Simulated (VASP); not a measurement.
Data:

```
CELL_PARAMETERS angstrom
      1.27011    -2.19990     0.00000
      1.27011     2.19990     0.00000
      0.00000     0.00000     4.20143
ATOMIC_POSITIONS crystal
  B  0.66667 0.33333 0.50021
  B  0.33333 0.66667 0.00021
  N  0.66667 0.33333 0.87479
  N  0.33333 0.66667 0.37479
```

Calculation: MS2 meta-GGA, VASP's PBE PAW potentials (set 64) (plane waves; VASP 6.6.1). Settings: 520 eV cut-off, 10×10×5 Γ-centred mesh, Gaussian smearing of 0.050 eV, potentials B N.

### Question
Estimate the energy per atom (σ→0).

### Answer

```
Item                            Result
---------------------  ---------------
energy per atom (σ→0)  -10.586 eV/atom
```

The compound is BN in the wurtzite structure, a metastable high-pressure form. It was relaxed first.
